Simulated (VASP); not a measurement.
Input:

```yaml
crystal:
  lattice:
    - [4.15499, 0.00000, 0.00000]
    - [-2.07750, 3.59833, 0.00000]
    - [0.00000, 0.00000, 5.62816]
  atoms:
    - { symbol: Pd, position: [0.00000, 0.00000, 0.00000] }
    - { symbol: Pd, position: [0.00000, 0.00000, 0.50000] }
    - { symbol: Te, position: [0.33333, 0.66667, 0.25000] }
    - { symbol: Te, position: [0.66667, 0.33333, 0.75000] }
```

All values below come from PBEsol GGA, VASP's PBE PAW potentials (set 64) (plane waves; VASP). Settings: 400 eV cut-off, Gaussian smearing of 0.050 eV, potentials Pd Te.

### Question
Give the energies of bands 6 to 19 at the high-symmetry points, in eV from the Fermi level.

### Answer

```
band      Γ      M      K      A      L      H
----  -----  -----  -----  -----  -----  -----
6     -4.63  -4.54  -4.46  -4.72  -4.71  -5.20
7     -3.79  -4.04  -4.46  -4.38  -4.10  -4.44
8     -3.79  -3.92  -3.98  -4.38  -4.10  -4.44
9     -3.31  -3.54  -3.02  -3.19  -3.15  -3.12
10    -3.31  -3.12  -3.02  -3.19  -3.15  -3.12
11    -2.22  -3.10  -2.94  -3.19  -2.90  -3.06
12    -2.22  -2.90  -2.28  -3.19  -2.90  -3.06
13    -1.18  -2.38  -2.28  -1.92  -2.72  -2.40
14    -1.18  -2.25  -2.26  -1.92  -2.72  -2.40
15    -0.27  -2.20  -1.22   0.80  -0.51  -2.04
16     0.46  -1.64  -1.22   0.80  -0.51  -2.04
17     1.73   0.82  -0.54   0.80   0.40   2.08
18     1.73   2.22  -0.54   0.80   0.40   2.08
19     2.17   3.80   3.00   4.39   3.33   5.25
```

It has no gap at this level: it comes out as a metal or semimetal.

The structure was generated: PdTe was put into the NiAs type type (P6_3/mmc), which need not be its known phase. It was relaxed first, which changed the volume by -19 %.
